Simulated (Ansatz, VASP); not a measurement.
# TiMo35 (Mo wire along [100], 4 atoms a period) in two plane-wave programs, part 2 of 2

Aim: how closely do two programs agree when they are given the same cell, functional and k mesh? Of the first pair: The structure shown is the start of the Ansatz relaxation below; VASP solves that cell, so the two are compared at the walk's first step.

VASP 6.6.1 and Ansatz 0.2.0.

So far: The structure; Ansatz: relaxation, PBE; VASP: single point, PBE, start cell, pair 1.

**4. Differences**

Known differences besides the potentials themselves: the cutoff is 350 eV in Ansatz and 400 eV in VASP (PREC = Accurate, projectors in real space); Ansatz's log warns that its cutoff lies below the recommended one. Total energies have different zeros and are not compared.

Forces on 10 of the 36 atoms, those with the largest forces and the largest differences (eV/Å; atoms numbered as in POSCAR):

```
atom         Ansatz x, y, z           VASP x, y, z
Mo15   0.000, -0.037, 0.016   0.000, -0.118, 0.021
Mo16   0.000, -0.211, 0.367   0.000, -0.131, 0.368
Mo17  -0.252, 0.187, -0.063  -0.324, 0.181, -0.056
Mo18   0.252, 0.187, -0.063   0.324, 0.181, -0.056
Mo20   -0.252, 0.187, 0.063   -0.324, 0.181, 0.056
Mo21    0.252, 0.187, 0.063    0.324, 0.181, 0.056
Mo22  0.000, -0.037, -0.016  0.000, -0.118, -0.021
Mo23  0.000, -0.211, -0.367  0.000, -0.131, -0.368
Mo27    0.000, 0.023, 0.009    0.000, 0.104, 0.009
Ti36   0.000, -0.743, 0.000   0.000, -0.787, 0.000
```

The forces differ by 45 meV/Å r.m.s., which is 30.7 % of the r.m.s. force of 0.148 eV/Å (both taken over all components). Moments aren't recorded for both runs of this pair, so they may hold unlike magnetic states.

**5. Ansatz: relaxation, PBE**

This run makes the geometry at which the two programs are then compared.

The structure compared here is the end of the Ansatz relaxation.

File input.yaml:

```yaml
crystal:
  lattice:
    - [9.96, 0.0, 0.0]
    - [0.0, 9.96, 0.0]
    - [0.0, 0.0, 27.5339134027]
  atoms:
    - { symbol: Mo, position: [0.358203969, 0.5, 0.0] }
    - { symbol: Mo, position: [0.641796031, 0.5, 0.0] }
    - { symbol: Mo, position: [0.5, 0.358203969, 0.055555556] }
    - { symbol: Mo, position: [0.5, 0.641796031, 0.055555556] }
    - { symbol: Mo, position: [0.358203969, 0.5, 0.111111111] }
    - { symbol: Mo, position: [0.641796031, 0.5, 0.111111111] }
    - { symbol: Mo, position: [0.5, 0.358203969, 0.166666667] }
    - { symbol: Mo, position: [0.5, 0.641796031, 0.166666667] }
    - { symbol: Mo, position: [0.358203969, 0.5, 0.222222222] }
    - { symbol: Mo, position: [0.641796031, 0.5, 0.222222222] }
    - { symbol: Mo, position: [0.5, 0.358203969, 0.277777778] }
    - { symbol: Mo, position: [0.5, 0.641796031, 0.277777778] }
    - { symbol: Mo, position: [0.358203969, 0.5, 0.333333333] }
    - { symbol: Mo, position: [0.641796031, 0.5, 0.333333333] }
    - { symbol: Mo, position: [0.5, 0.358203969, 0.388888889] }
    - { symbol: Mo, position: [0.5, 0.641796031, 0.388888889] }
    - { symbol: Mo, position: [0.358203969, 0.5, 0.444444444] }
    - { symbol: Mo, position: [0.641796031, 0.5, 0.444444444] }
    - { symbol: Ti, position: [0.5, 0.358203969, 0.5], spin: 2.0 }
    - { symbol: Mo, position: [0.5, 0.641796031, 0.5] }
    - { symbol: Mo, position: [0.358203969, 0.5, 0.555555556] }
    - { symbol: Mo, position: [0.641796031, 0.5, 0.555555556] }
    - { symbol: Mo, position: [0.5, 0.358203969, 0.611111111] }
    - { symbol: Mo, position: [0.5, 0.641796031, 0.611111111] }
    - { symbol: Mo, position: [0.358203969, 0.5, 0.666666667] }
    - { symbol: Mo, position: [0.641796031, 0.5, 0.666666667] }
    - { symbol: Mo, position: [0.5, 0.358203969, 0.722222222] }
    - { symbol: Mo, position: [0.5, 0.641796031, 0.722222222] }
    - { symbol: Mo, position: [0.358203969, 0.5, 0.777777778] }
    - { symbol: Mo, position: [0.641796031, 0.5, 0.777777778] }
    - { symbol: Mo, position: [0.5, 0.358203969, 0.833333333] }
    - { symbol: Mo, position: [0.5, 0.641796031, 0.833333333] }
    - { symbol: Mo, position: [0.358203969, 0.5, 0.888888889] }
    - { symbol: Mo, position: [0.641796031, 0.5, 0.888888889] }
    - { symbol: Mo, position: [0.5, 0.358203969, 0.944444444] }
    - { symbol: Mo, position: [0.5, 0.641796031, 0.944444444] }
magnetization:
  spin_polarized: true
kpoints:
  mp_grid: { grid: [1, 1, 1] }
scf:
  occupations: { method: fermi_dirac, width: 0.1 }
hamiltonian:
  xc: pbe
relax:
  constraints:
    - { sites: [0, 1, 2, 3, 4, 5, 6, 7, 8, 9, 10, 11, 24, 25, 26, 27, 28, 29, 30, 31, 32, 33, 34, 35] }
  f_tol: 0.06
  max_steps: 35
basis:
  ecutwfc: "350 eV"
```

Launch:

```
> ansatz run input.yaml --threads 4 --pin off --max-ram 16384MiB --backend cpu --events-out ev --progress --plain --runs-dir out
```

Numbers of over 12 decimals in the logs are rounded to 6 here.

Output:

```text
[...]
Crystal: 36 atoms, lattice volume = 2731.408 Å³
Basis set: ecut = 350 eV, 40561 PW (Γ), exchange–correlation on 128×128×360 points (8 copies of the dense FFT grid, shifted against one another)
Bands: 303, of which v1, the nominal top of the filled ones, is band 251 counted from 1 (250 counted from 0)
Symmetry: 2 space group operations
k-points: 1
[...]
- { symbol: Mo, position: [0.500000, 0.641796031, 0.166666667] }
[...]
- { symbol: Ti, position: [0.500000, 0.348773, 0.499940] }
[...]
- { symbol: Mo, position: [0.358203969, 0.500000, 0.888888889] }
    - { symbol: Mo, position: [0.641796031, 0.500000, 0.888888889] }
    - { symbol: Mo, position: [0.500000, 0.358203969, 0.944444] }
    - { symbol: Mo, position: [0.500000, 0.641796031, 0.944444] }
[key lines of the parts left out:]
SCF converged after 5 iterations
Magnetization: 0.0001 μB (251.0001 up, 250.9999 down)
Free energy (F): -175883.901575 eV
Fermi energy:    1.771527 eV
```

**6. VASP: single point, PBE, relaxed cell, pair 2**

The same cell, functional, mesh and smearing now go to VASP, with its own data sets.

File INCAR:

```
SYSTEM = TiMo35
PREC = Accurate
ENCUT = 400
EDIFF = 1E-06
NELM = 200
ISMEAR = -1
SIGMA = 0.1
LREAL = Auto
ALGO = Normal
GGA = PE
NBANDS = 292
ISPIN = 2
MAGMOM = 0 0 0 -0 0 0 0 -0 0 0 0 -0 0 0 0 -0 -0 -0 0 -0 -0 0 -0 0 0 0 -0 0 0 0 -0 -0 -0 0 -0 0
LASPH = .TRUE.
LMAXMIX = 4
LORBIT = 11
LWAVE = .FALSE.
LCHARG = .FALSE.
ISIF = 2
GGA_COMPAT = .FALSE.
```

File POSCAR:

```
TiMo35
1.0
    9.9600000000      0.0000000000      0.0000000000
    0.0000000000      9.9600000000      0.0000000000
    0.0000000000      0.0000000000     27.5339134027
Mo Ti
35 1
Direct
    0.3582039690      0.5000000000      0.0000000000
    0.6417960310      0.5000000000      0.0000000000
    0.5000000000      0.3582039690      0.0555555560
    0.5000000000      0.6417960310      0.0555555560
    0.3582039690      0.5000000000      0.1111111110
    0.6417960310      0.5000000000      0.1111111110
    0.5000000000      0.3582039690      0.1666666670
    0.5000000000      0.6417960310      0.1666666670
    0.3582039690      0.5000000000      0.2222222220
    0.6417960310      0.5000000000      0.2222222220
    0.5000000000      0.3582039690      0.2777777780
    0.5000000000      0.6417960310      0.2777777780
    0.3583101068      0.5008855534      0.3330120208
    0.6416898932      0.5008855534      0.3330120208
    0.5000000000      0.3560778082      0.3886657264
    0.5000000000      0.6382053685      0.3909029102
    0.3569004978      0.4962577294      0.4442906507
    0.6430995022      0.4962577294      0.4442906507
    0.5000000000      0.6373665220      0.5000214786
    0.3570537440      0.4959730796      0.5554653949
    0.6429462560      0.4959730796      0.5554653949
    0.5000000000      0.3554935153      0.6115668170
    0.5000000000      0.6378517593      0.6087835919
    0.3582039690      0.5000000000      0.6666666670
    0.6417960310      0.5000000000      0.6666666670
    0.5000000000      0.3582039690      0.7222222220
    0.5000000000      0.6417960310      0.7222222220
    0.3582039690      0.5000000000      0.7777777780
    0.6417960310      0.5000000000      0.7777777780
    0.5000000000      0.3582039690      0.8333333330
    0.5000000000      0.6417960310      0.8333333330
    0.3582039690      0.5000000000      0.8888888890
    0.6417960310      0.5000000000      0.8888888890
    0.5000000000      0.3582039690      0.9444444440
    0.5000000000      0.6417960310      0.9444444440
    0.5000000000      0.3487732884      0.4999397302
```

File KPOINTS:

```
Automatic mesh
0
Gamma
1 1 1
0 0 0
```

Potentials, in the order of the species: Mo_sv and Ti_sv (PBE family, release 64).

Launch:

```
> mpirun -np 4 vasp_gam
```

Output:

```text
[... set-up lines as in an earlier step ...]
 entering main loop
       N       E                     dE             d eps       ncg     rms          rms(c)
DAV:   1     0.611224865789E+04    0.61122E+04   -0.28802E+05  1648   0.126E+03
DAV:   2     0.102503117642E+03   -0.60097E+04   -0.58410E+04  1472   0.421E+02
DAV:   3    -0.328734250572E+03   -0.43124E+03   -0.41334E+03  1592   0.954E+01
DAV:   4    -0.360388397217E+03   -0.31654E+02   -0.30408E+02  1648   0.191E+01
[...]
DAV:  30    -0.314469423961E+03   -0.32801E-04   -0.14574E-05  1024   0.529E-03    0.319E-03
DAV:  31    -0.314469428883E+03   -0.49222E-05   -0.73640E-06   896   0.298E-03    0.222E-03
DAV:  32    -0.314469429827E+03   -0.94372E-06   -0.46352E-06   800   0.195E-03
   1 F= -.31446943E+03 E0= -.31364294E+03  d E =-.165297E+01  mag=    -0.0127
```

From OUTCAR (step 6):

```text
  Total       -0.6952723     -0.8413171     -6.4888176      0.0000000     -0.0029378      0.0000000
  in kB       -0.4078298     -0.4934960     -3.8061818      0.0000000     -0.0017232      0.0000000
  external PRESSURE =      -1.5691692 kB  Pullay stress =       0.0000000 kB

 POSITION                                       TOTAL-FORCE (eV/Angst)
 -----------------------------------------------------------------------------------
      3.56771      4.98000      0.00000        -0.168935      0.010398     -0.002362
      6.39229      4.98000      0.00000         0.168935      0.010398     -0.002362
      4.98000      3.56771      1.52966         0.000000     -0.167288      0.018242
      4.98000      6.39229      1.52966         0.000000      0.171084     -0.003531
      3.56771      4.98000      3.05932        -0.185230      0.007808     -0.030160
      6.39229      4.98000      3.05932         0.185230      0.007808     -0.030160
      4.98000      3.56771      4.58899         0.000000     -0.156532      0.050366
      4.98000      6.39229      4.58899         0.000000      0.124783      0.054251
      3.56771      4.98000      6.11865        -0.207069      0.000655     -0.072093
      6.39229      4.98000      6.11865         0.207069      0.000655     -0.072093
      4.98000      3.56771      7.64831         0.000000     -0.136620      0.144874
      4.98000      6.39229      7.64831         0.000000      0.141068      0.116522
      3.56877      4.98882      9.16912        -0.087929     -0.011089      0.013067
      6.39123      4.98882      9.16912         0.087929     -0.011089      0.013067
[...]
-----------------------------------------------------------------------------------
    total drift:                                0.000000     -0.004587      0.001042

  FREE ENERGIE OF THE ION-ELECTRON SYSTEM (eV)
  ---------------------------------------------------
  free  energy   TOTEN  =      -314.4694298266 eV

  energy  without entropy=     -312.8164564849  energy(sigma->0) =     -313.64294316

 magnetization (x)
# of ion       s       p       d       tot
------------------------------------------
    1       -0.000  -0.000  -0.000  -0.000
    2       -0.000  -0.000  -0.000  -0.000
    3        0.000   0.000   0.000   0.000
    4       -0.000  -0.000  -0.000  -0.000
    5       -0.000  -0.000  -0.000  -0.000
    6       -0.000  -0.000  -0.000  -0.000
    7        0.000   0.000   0.000   0.000
    8       -0.000  -0.000  -0.000  -0.000
    9       -0.000  -0.000  -0.000  -0.000
   10       -0.000  -0.000  -0.000  -0.000
   11        0.000   0.000   0.000   0.000
   12       -0.000  -0.000  -0.000  -0.000
   13       -0.000  -0.000  -0.000  -0.000
[...]
--------------------------------------------------
tot         -0.000  -0.000  -0.003  -0.003

[... 2 parts as in an earlier step ...]

[... 1 further part left out ...]
[key lines of the parts left out:]
E-fermi :   0.0357
```

**7. Side by side**

Forces on 10 of the 36 atoms, those with the largest forces and the largest differences (eV/Å; atoms numbered as in POSCAR):

```
atom         Ansatz x, y, z           VASP x, y, z
 Mo5  -0.105, 0.008, -0.030  -0.185, 0.008, -0.030
 Mo9  -0.127, 0.001, -0.072  -0.207, 0.001, -0.072
Mo10   0.127, 0.001, -0.072   0.207, 0.001, -0.072
Mo11   0.000, -0.056, 0.144   0.000, -0.137, 0.145
Mo12    0.000, 0.058, 0.118    0.000, 0.141, 0.117
Mo16    0.000, 0.054, 0.050    0.000, 0.136, 0.045
Mo23   0.000, 0.024, -0.007   0.000, 0.107, -0.001
Mo26  0.000, -0.085, -0.142  0.000, -0.165, -0.142
Mo28   -0.115, 0.022, 0.026   -0.195, 0.022, 0.026
Mo29    0.115, 0.022, 0.026    0.195, 0.022, 0.026
```

The forces differ by 45 meV/Å r.m.s., which is 52.0 % of the r.m.s. force of 0.087 eV/Å (both taken over all components).

**8. Results**

| Quantity | Value |
| --- | --- |
| r.m.s. force difference (single point, PBE, start cell, pair 1) | 45 meV/Å |
| r.m.s. force difference (single point, PBE, relaxed cell, pair 2) | 45 meV/Å |

The r.m.s. force difference is 45 meV/Å (single point, PBE, start cell, pair 1), beyond the 12 meV/Å picked in this series as the mark of a large difference. Ansatz's own log doubts the convergence of its single point, PBE, start cell, pair 1 run, which may account for the difference. Ansatz's own log doubts the convergence of its single point, PBE, relaxed cell, pair 2 run, which may account for the difference. Such differences can come from data sets, numerical settings and the points named under the comparisons, not from the functional's error against experiment.

[Lines on the potential files, build, host, timing and source positions are cut from VASP's logs without a mark.]

[Logs are printed without paths, hosts, clocks, repeated set-up lines and the standing remarks that a program may print on its own settings, such as how far it seeks lower states.]

[Hosts, paths, dates, database ids (printed as entryN), source tags and the programs' standing remarks are cut or masked in the printed files.]
